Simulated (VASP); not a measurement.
```xyz
5
Lattice="3.9605 0.0000 0.0000 0.0000 3.9605 0.0000 0.0000 0.0000 3.9605" Properties=species:S:1:pos:R:3 pbc="T T T"
K      0.0000     0.0000     0.0000
Ta     1.9803     1.9803     1.9803
O      1.9803     0.0000     1.9803
O      0.0000     1.9803     1.9803
O      1.9803     1.9803     0.0000
```

These are LDA (Ceperley-Alder, Perdew-Zunger), VASP's LDA PAW potentials (set 64) (plane waves; VASP 6.6.1) values and carry that method's errors. Run with 520 eV cut-off, Gaussian smearing of 0.050 eV, potentials K_sv Ta_pv O.

Unless said otherwise, spin-orbit coupling is left out, though it shifts the bands of the heavy elements here.

Problem. Predict the band gap (along the path) with the smallest direct gap where there is one.

Solution. 
```yaml
band gap (along the path): 2.06 eV
smallest direct gap (along the path): 2.68 eV
```

The compound is KTaO3 in the cubic perovskite structure. It was relaxed first.
